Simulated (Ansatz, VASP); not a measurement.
# SbAs in two plane-wave programs

One calculation is typed for both programs; each brings its own data sets and cutoff. How far apart do they land? The cell is taken from a series of VASP runs on this material, whose earlier steps may have relaxed, scaled or displaced it; both programs get it as it stands. Other levels of theory on this material are compared in a session of their own.

Method: plane waves, with VASP 6.6.1 beside it; band structure at LDA, in Ansatz 0.2.0.

**1. The structure**

Symmetry: R3m, No. 160, trigonal system. The conventional cell has a = 4.031 Å, b = 4.031 Å, c = 10.530 Å, α = 90.00°, β = 90.00°, γ = 120.00°. Sb has 6 As at 2.71 to 3.14 Å nearest. As has 6 Sb at 2.71 to 3.14 Å nearest. Farther neighbours are not listed.

**2. Ansatz: band structure, LDA**

Ansatz runs on its default PAW (the set named soft_2) files.

With cell and atoms fixed, the geometry can't cause a difference; cores, projectors, grids and the points listed under the comparison can.

input.yaml

```yaml
crystal:
  lattice:
    - [2.0154537534, 1.1636227671, 3.5101076447]
    - [-2.0154537534, 1.1636227671, 3.5101076447]
    - [0.0, -2.3272455341, 3.5101076447]
  atoms:
    - { symbol: Sb, position: [0.2330207327, 0.2330207327, 0.2330207327] }
    - { symbol: As, position: [0.7669772673, 0.7669772673, 0.7669772673] }
hamiltonian:
  xc: lda
  pseudopotentials: { kind: paw }
kpoints:
  mp_grid: { grid: [6, 6, 6] }
  band_path:
    path:
      - [0.0, 0.0, 0.0]
      - [0.13333, 0.0, 0.0]
      - [0.3, 0.0, 0.0]
      - [0.46667, 0.0, 0.0]
      - [0.5, 0.04799, -0.04799]
      - [0.5, 0.12796, -0.12796]
      - [0.5, 0.20794, -0.20794]
      - [0.72539, 0.5, 0.27461]
      - [0.6387, 0.5, 0.3613]
      - [0.55201, 0.5, 0.44799]
      - [0.46667, 0.46667, 0.46667]
      - [0.3, 0.3, 0.3]
      - [0.13333, 0.13333, 0.13333]
      - [0.0, 0.0, 0.0]
      - [0.12332, 0.0, -0.12332]
      - [0.22198, 0.0, -0.22198]
      - [0.3453, 0.0, -0.3453]
      - [0.60403, 0.39597, 0.0]
      - [0.56068, 0.43932, 0.0]
      - [0.51734, 0.48266, 0.0]
      - [0.51734, 0.51734, 0.03199]
      - [0.56068, 0.56068, 0.11197]
      - [0.60403, 0.60403, 0.19194]
      - [0.62137, 0.62137, 0.25727]
      - [0.57802, 0.57802, 0.34396]
      - [0.53468, 0.53468, 0.43065]
      - [0.5, 0.0, 0.0]
      - [0.58669, 0.12332, 0.12332]
      - [0.67338, 0.24664, 0.24664]
      - [0.76007, 0.36997, 0.36997]
    npoints: 1
scf:
  occupations: { method: gaussian, width: 0.05 }
  n_extra_bands: 7
output:
  forces: true
  stress: true
  eigenvalues: true
```

Command:

```console
ansatz run input.yaml --threads 2 --pin off --max-ram 4608MiB --backend cpu --events-out ev --progress --plain --runs-dir out
```

Numbers of over 12 decimals in the logs are rounded to 6 here.

The log of the run:

```text
scf.n_extra_bands = 7 over 15 filled bands (N_el = 30.0): the run solves 22 bands
Engine: ansatz 0.2.0, aarch64-unknown-linux-gnu
Pseudopotentials: kind: paw
Pseudopotential: Sb, paw, valence charge 15, recommended cutoff 420 eV (normal), Sb.paw.azcp
Pseudopotential: As, paw, valence charge 15, recommended cutoff 420 eV (normal), As.paw.azcp
Functional definition: SPW92
  exchange = slater_x
  correlation = pw_c
Crystal: 2 atoms, lattice volume = 49.392 Å³
Basis set: ecut = 420 eV, 965 PW (Γ)
Bands: 22, of which v1, the nominal top of the filled ones, is band 15 counted from 1 (14 counted from 0)
Symmetry: 6 space group operations
Space group: R3m (ITA 160), of the structure as read, at distance tolerance 3.7e-5 Å
k-points: 32 of 216 (time reversal used)
Non-local potential: Sb, projectors of the file, l = 0: 2, l = 1: 2, l = 2: 2, l = 3: 2
Non-local potential: As, projectors of the file, l = 0: 2, l = 1: 2, l = 2: 3, l = 3: 1
PAW form: soft (Blöchl's): semilocal exchange-correlation on the pseudo side does not see the compensation charge
PAW frozen core: Sb, regenerated for the run's functional, and the local potential with it (the file was generated under x = pbe(κ = 0.804, μ = 0.219515), c = pbe(β = 0.066725))
PAW frozen core: As, regenerated for the run's functional, and the local potential with it (the file was generated under x = pbe(κ = 0.804, μ = 0.219515), c = pbe(β = 0.066725))
PAW one-centre angular grid: Sb, 590 points (default); XC on 64 Gauss nodes
PAW one-centre angular grid: As, 590 points (default); XC on 64 Gauss nodes
Initial density: superposition of atomic densities (neutral atoms: chi_scale 0, normalization atom), corrected by the library's trained network
Initial wavefunctions: pseudopotential atomic-orbital guess
Functional: x = slater, c = lda
SCF iter   1: F=—  HF=-11109.547169 eV  |F-HF|=—  |Δ(HF+E_count)|=         —  Δρ=5.83e-3  dr2=1.01e-2  ethr=1.77e-3  ⟨swp⟩=6.5  Hψ=3587  notcnv=0  defer=1
preconditioner: auto → none  [insulator: Δε(μ)=0.265 eV  Ē_g=12.118 eV  σ=0.050 eV  W_gap=0.50  n_scr=14 (ndim 8)  ℏωp=16.7 eV  f_vac=0.002  D(μ)=0.63/eV (n_scr^D=0)  ε∞_Penn≈2.9]
SCF iter   2: F=—  HF=-11109.542631 eV  |F-HF|=—  |Δ(HF+E_count)|=   4.54e-3  Δρ=2.91e-3  dr2=2.82e-3  ethr=3.37e-5  ⟨swp⟩=1.9  Hψ=1027  notcnv=0  defer=13
SCF iter   3: F=—  HF=-11109.541792 eV  |F-HF|=—  |Δ(HF+E_count)|=   8.39e-4  Δρ=6.32e-4  dr2=1.85e-4  ethr=9.41e-6  ⟨swp⟩=2.3  Hψ=945  notcnv=0  defer=13
SCF iter   4: F=—  HF=-11109.541704 eV  |F-HF|=—  |Δ(HF+E_count)|=   8.75e-5  Δρ=1.61e-4  dr2=1.36e-5  ethr=6.15e-7  ⟨swp⟩=2.0  Hψ=955  notcnv=0  defer=13
SCF iter   5: F=—  HF=-11109.541701 eV  |F-HF|=—  |Δ(HF+E_count)|=   3.00e-6  Δρ=6.93e-5  dr2=1.46e-6  ethr=4.53e-8  ⟨swp⟩=2.0  Hψ=947  notcnv=0  defer=13
SCF iter   6: F=-11109.541700 eV  HF=-11109.541700 eV  |F-HF|=6.64e-8  |Δ(HF+E_count)|=   8.44e-7  Δρ=1.62e-5  dr2=9.79e-8  ethr=3.33e-10  ⟨swp⟩=7.4  Hψ=3470  notcnv=0
SCF 1 converged in 6 iterations: F = -11109.541700 eV  dr2 = 9.79e-8
  greatest PAW one-centre occupation: 0.999 electrons in one spin orbital (limit 2), on the As atom at site 1 (counted from 0), in its partial waves of l = 2
NSCF: frozen V_eff on 30 k-points
SCF converged after 6 iterations
Free energy (F): -11109.541700 eV
Harris-Foulkes:  -11109.541700 eV  (|F-HF|=6.64e-8)
Internal energy: -11109.540917 eV  (E = F + TS)
E sigma→0 (E₀):  -11109.541308 eV
Entropy (-TS):   -0.000784 eV (-0.392 meV/atom)
Fermi energy:    10.716014 eV
--- Per-component energies (eV) ---
  E_band       = -393.500625
  E_kinetic    = 312.312300
  E_local      = -3219.289084  (includes V_loc(G=0)·N_el)
  E_nonlocal   = -299.266427
  E_hartree    = 1628.696075
  E_xc         = -217.600325
  E_vxc        = -177.829850  (∫ρ·V_xc dr)
  E_paw        = -6179.369193  (= ΣΔE_a)
  E_vpaw       = -266.829381  (= ΣTr[D̂ρ^β])
  E_aug_tail   = 0.000007  (compensation charges beyond the density's cutoff)
  E_ewald      = -3137.658324
  E_core_change = 2.634054  (= ΣΔE_core)
  E_smearing   = -0.000784  (= −TS)
  E_closure    = -0.000000  (closes the sum)
  Σ components = -11109.541700   (vs F -11109.541700, Δ=0.00e0)
--- Forces (eV/Å), atoms counted from 1 ---
  atom   1  Sb     0.00000000    -0.00000000    -0.05911391
  atom   2  As     0.00000000     0.00000000     0.05913444
  max |Σ_I F_I| component: 2.05e-5 eV/Å
--- Stress (GPa, compression-positive) ---
       -0.344181       0.000000       0.000000
       -0.000000      -0.344181       0.000000
        0.000000       0.000000      -0.261485
  P = ⅓ Tr σ = -0.3166 GPa (-3.166 kbar)
--- Band table (eV; the first three rows and the last of 32) ---
  k-point 0: bands = [... 11 lower, 5.4472, 8.4781, 8.7336, 8.7336, 13.0691, 13.8178, 13.8178, 16.4885, ... 3 higher]
  k-point 1: bands = [... 11 lower, 4.1917, 8.5030, 8.6547, 9.1871, 12.7372, 13.0068, 13.0686, 15.8138, ... 3 higher]
  k-point 2: bands = [... 11 lower, 1.9907, 8.5524, 8.5595, 9.7382, 11.4674, 11.7168, 11.8603, 17.0135, ... 3 higher]
  k-point 31: bands = [... 11 lower, 0.9506, 9.1838, 9.1838, 10.0471, 10.9853, 10.9853, 12.0146, 18.4210, ... 3 higher]
```

Elapsed: 5 s, on 2 threads of Arm Neoverse N1, shared host; peak memory 0.34 GiB.

The column dr2 measures how far the density is from self-consistency, as an energy; F and HF (Harris–Foulkes) agree once it is small.

**3. VASP: band structure, LDA**

The same cell, functional (in two slightly different forms), mesh and smearing now go to VASP, with its own data sets and cutoff.

Lines of VASP's logs that name or quote its potential files are left out, and so is its time.

INCAR

```
SYSTEM = SbAs
PREC = Accurate
ENCUT = 400
EDIFF = 1E-06
NELM = 100
ISMEAR = 0
SIGMA = 0.05
LREAL = .FALSE.
ALGO = Normal
GGA = CA
NBANDS = 17
LORBIT = 11
LWAVE = .FALSE.
LCHARG = .FALSE.
KPAR = 2
```

POSCAR

```
SbAs
1.0
    2.0154537534      1.1636227671      3.5101076447
   -2.0154537534      1.1636227671      3.5101076447
    0.0000000000     -2.3272455341      3.5101076447
Sb As
1 1
Direct
    0.2330207327      0.2330207327      0.2330207327
    0.7669772673      0.7669772673      0.7669772673
```

KPOINTS

```
Automatic mesh
0
Gamma
6 6 6
0 0 0
```

KPOINTS_OPT

```
Line mode
16
Line-mode
Reciprocal
  0.00000000   0.00000000   0.00000000 GAMMA
  0.50000000   0.00000000   0.00000000 L

  0.50000000   0.00000000   0.00000000 L
  0.50000000   0.23993095  -0.23993095 B1

  0.76006905   0.50000000   0.23993095 B
  0.50000000   0.50000000   0.50000000 Z

  0.50000000   0.50000000   0.50000000 Z
  0.00000000   0.00000000   0.00000000 GAMMA

  0.00000000   0.00000000   0.00000000 GAMMA
  0.36996547   0.00000000  -0.36996547 X

  0.63003453   0.36996547   0.00000000 Q
  0.50000000   0.50000000   0.00000000 F

  0.50000000   0.50000000   0.00000000 F
  0.63003453   0.63003453   0.23993095 P1

  0.63003453   0.63003453   0.23993095 P1
  0.50000000   0.50000000   0.50000000 Z

  0.50000000   0.00000000   0.00000000 L
  0.76006905   0.36996547   0.36996547 P
```

The projector-augmented-wave data sets are Sb and As (LDA family, release 64).

Command:

```console
mpirun -np 2 vasp_std
```

The log of the run:

```text
[banner, memory and clock lines left out]
running    2 mpi-ranks, on    1 nodes
 distrk:  each k-point on    1 cores,    2 groups
 distr:  one band on    1 cores,    1 groups

 POSCAR found type information on POSCAR SbAs
 POSCAR found :  2 types and       2 ions
 LDA part: xc-table for (Slater(with rela. corr.)+CA(PZ))
 , standard interpolation
 POSCAR, INCAR and KPOINTS ok, starting setup
 FFT: planning ... GRIDC
 FFT: planning ... GRID_SOFT
 FFT: planning ... GRID
 WAVECAR not read
 entering main loop
       N       E                     dE             d eps       ncg     rms          rms(c)
DAV:   1     0.242385827405E+02    0.24239E+02   -0.31490E+03  1088   0.388E+02
DAV:   2    -0.884826485215E+01   -0.33087E+02   -0.31627E+02  1459   0.816E+01
DAV:   3    -0.103365488260E+02   -0.14883E+01   -0.14826E+01  1313   0.174E+01
DAV:   4    -0.103461284369E+02   -0.95796E-02   -0.95785E-02  1371   0.173E+00
DAV:   5    -0.103462176408E+02   -0.89204E-04   -0.89201E-04  1332   0.165E-01    0.346E+00
DAV:   6    -0.102703639264E+02    0.75854E-01   -0.20995E-01  1199   0.112E+00    0.208E+00
DAV:   7    -0.102612702270E+02    0.90937E-02   -0.27565E-02  1397   0.575E-01    0.735E-01
DAV:   8    -0.102592832636E+02    0.19870E-02   -0.29947E-03  1206   0.197E-01    0.667E-02
DAV:   9    -0.102592532193E+02    0.30044E-04   -0.44574E-04  1183   0.800E-02    0.411E-02
DAV:  10    -0.102592535821E+02   -0.36277E-06   -0.19703E-05  1424   0.201E-02    0.202E-02
DAV:  11    -0.102592533106E+02    0.27150E-06   -0.88708E-06  1255   0.817E-03
   1 F= -.10259253E+02 E0= -.10258862E+02  d E =-.783597E-03
 Start KPOINTS_OPT (optional k-point list driver)
k-point batch [1-32\144]
       N       E                     dE             ncg
DAV:   1     0.156766413154E+04   -0.55097E+04     1088
DAV:   2     0.464506453060E+03   -0.11032E+04     1451
DAV:   3     0.413106046951E+03   -0.51400E+02     1283
DAV:   4     0.412790217898E+03   -0.31583E+00     1428
DAV:   5     0.412787525123E+03   -0.26928E-02     1337
DAV:   6     0.412787489077E+03   -0.36047E-04     1464
DAV:   7     0.412787488553E+03   -0.52395E-06     1088
[...]
k-point batch [129-144\144]
       N       E                     dE             ncg
DAV:   1     0.504299389843E+04   -0.40794E+04      544
DAV:   2     0.452286353684E+04   -0.52013E+03      750
DAV:   3     0.450151476454E+04   -0.21349E+02      645
DAV:   4     0.450137923483E+04   -0.13553E+00      680
DAV:   5     0.450137794039E+04   -0.12944E-02      659
DAV:   6     0.450137792123E+04   -0.19163E-04      711
DAV:   7     0.450137792092E+04   -0.30774E-06      507
```

From OUTCAR (step 3):

```text
ion  position               nearest neighbor table
   1  0.233  0.233  0.233-   2 2.71   2 2.71   2 2.71   2 3.14   2 3.14   2 3.14
   2  0.767  0.767  0.767-   1 2.71   1 2.71   1 2.71   1 3.14   1 3.14   1 3.14

  LATTYP: Found a trigonal (rhomboedric) cell.
 ALAT       =     4.2115231750
 COS(alpha) =     0.5419664603

 Subroutine GETGRP returns: Found  6 space group operations
 (whereof  6 operations were pure point group operations)

The static configuration has the point symmetry C_3v.

 Found     32 irreducible k-points:

   k-points           NKPTS =     32   k-points in BZ     NKDIM =     32   number of bands    NBANDS=     17

   dimension x,y,z NGX =    28 NGY =   28 NGZ =   28
   dimension x,y,z NGXF=    56 NGYF=   56 NGZF=   56

   ENCUT  =  400.0 eV  29.40 Ry    5.42 a.u.   6.87  6.87  6.87*2*pi/ulx,y,z

   NELECT =      10.0000    total number of electrons

 k-points in reciprocal lattice and weights: Automatic mesh
   0.00000000  0.00000000  0.00000000       0.005
   0.16666667  0.00000000  0.00000000       0.028
   0.33333333  0.00000000 -0.00000000       0.028
   0.50000000 -0.00000000  0.00000000       0.014
   0.16666667  0.16666667  0.00000000       0.028
   0.33333333  0.16666667  0.00000000       0.056
   0.50000000  0.16666667  0.00000000       0.056
  -0.33333333  0.16666667  0.00000000       0.056
  -0.16666667  0.16666667  0.00000000       0.028
[...]
-0.33333333  0.50000000  0.33333333       0.028
   0.50000000  0.50000000  0.50000000       0.005

 average (electrostatic) potential at core
       1 -87.1431       2 -51.4951

 E-fermi :   6.9523

 k-point     1 :       0.0000    0.0000    0.0000
  band No.  band energies     occupation
      1      -7.1219      2.00000
      2       1.7471      2.00000
      3       4.6972      2.00000
      4       4.9468      2.00000
      5       4.9468      2.00000
      6       9.2630      0.00000
      7      10.0318      0.00000
      8      10.0318      0.00000
      9      12.5986      0.00000
     10      12.5986      0.00000
    ...

 k-point     2 :       0.1667    0.0000    0.0000
  band No.  band energies     occupation
      1      -6.7863      2.00000
      2       0.4653      2.00000
      3       4.7201      2.00000
      4       4.8663      2.00000
      5       5.4223      2.00000
      6       8.9484      0.00000
      7       9.2322      0.00000
      8       9.2887      0.00000
      9      11.9560      0.00000
     10      12.5856      0.00000
    ...

 k-point     3 :       0.3333    0.0000   -0.0000
  band No.  band energies     occupation
      1      -5.8170      2.00000
      2      -1.7562      2.00000
      3       4.7677      2.00000
      4       4.7709      2.00000
      5       5.9763      2.00000
      6       7.6978      0.00000
      7       7.9426      0.00000
      8       8.0850      0.00000
      9      13.1567      0.00000
     10      14.0844      0.00000
    ...

  Total        0.0023622      0.0023622     -0.0038024      0.0000000     -0.0000000      0.0000000
  in kB        0.0766266      0.0766266     -0.1233406      0.0000000     -0.0000000      0.0000000
  external PRESSURE =       0.0099709 kB  Pullay stress =       0.0000000 kB

  energy-cutoff  :      400.00
  volume of cell :       49.39
      direct lattice vectors                 reciprocal lattice vectors
     2.015453753  1.163622767  3.510107645     0.248083093  0.143230840  0.094963849
    -2.015453753  1.163622767  3.510107645    -0.248083093  0.143230840  0.094963849
     0.000000000 -2.327245534  3.510107645     0.000000000 -0.286461681  0.094963849

 POSITION                                       TOTAL-FORCE (eV/Angst)
 -----------------------------------------------------------------------------------
      0.00000      0.00000      2.45378         0.000000      0.000000      0.003414
      0.00000      0.00000      8.07652         0.000000     -0.000000     -0.003414
 -----------------------------------------------------------------------------------
    total drift:                                0.000000     -0.000000      0.000163

  FREE ENERGIE OF THE ION-ELECTRON SYSTEM (eV)
  ---------------------------------------------------
  free  energy   TOTEN  =       -10.2592533106 eV

  energy  without entropy=      -10.2584697138  energy(sigma->0) =      -10.25886151

 total charge
# of ion       s       p       d       tot
------------------------------------------
    1        1.234   1.123   0.051   2.408
    2        1.303   1.398   0.039   2.740
--------------------------------------------------
tot          2.537   2.521   0.090   5.148

[... 3 further parts left out ...]
```

The run ends at a pressure of 0.00 GPa, with forces up to 0.0034 eV/Å.

**4. Differences**

Known differences besides the potentials themselves: the two LDA forms differ slightly; the data sets hold 30 valence electrons in Ansatz (default PAW (the set named soft_2) files) and 10 in VASP; the cutoff is 420 eV in Ansatz and 400 eV in VASP; VASP's log shows a relativistic correction to its local exchange, Ansatz's none. Total energies have different zeros and are not compared.

Both answers:

```
      quantity  Ansatz  VASP  difference
pressure (GPa)   -0.32  0.00       -0.32
```

At this near-relaxed geometry the largest component of a force difference is 63 meV/Å. Levels from 3 eV below to 2 eV above the Fermi level differ by 18 meV r.m.s. and 50 meV at most; each VASP level is matched to the nearest of Ansatz, which flatters the figure a little.

**5. What the set-up changes**

Further runs change the set-up of one program: Ansatz's method, potentials or start, or VASP's data sets, cutoff or form of LDA. The table gives Ansatz less VASP for each quantity, since a change that brings one quantity closer may part another.

| run | r.m.s. force difference (meV/Å) | pressure (GPa) |
| --- | --- | --- |
| as above | 36 | -0.32 |
| cores kept as stored | 35 | -0.29 |
| Ansatz's larger PAW set (cutoff 580 eV) | 36 | -0.30 |
| norm-conserving potentials (cutoff 1143 eV) | 29 | -0.28 |

**6. Results**

| Item | Value |
| --- | --- |
| r.m.s. force difference (band structure, LDA) | 36 meV/Å |

**Reading.** The r.m.s. force difference is 36 meV/Å (band structure, LDA), beyond the 12 meV/Å picked in this series as the mark of a large difference. For band structure, LDA, no further run moves any of the tabulated differences by more than a quarter of its size. 12 further runs of this series are not shown here. Such differences can come from data sets, numerical settings and the points named under the comparisons, not from the functional's error against experiment.

[Lines on the potential files, build, host, timing and source positions are cut from VASP's logs without a mark.]

[Logs are printed without paths, hosts, clocks, repeated set-up lines and the standing remarks that a program may print on its own settings, such as how far it seeks lower states.]

[Hosts, paths, dates, database ids (printed as entryN), source tags and the programs' standing remarks are cut or masked in the printed files.]
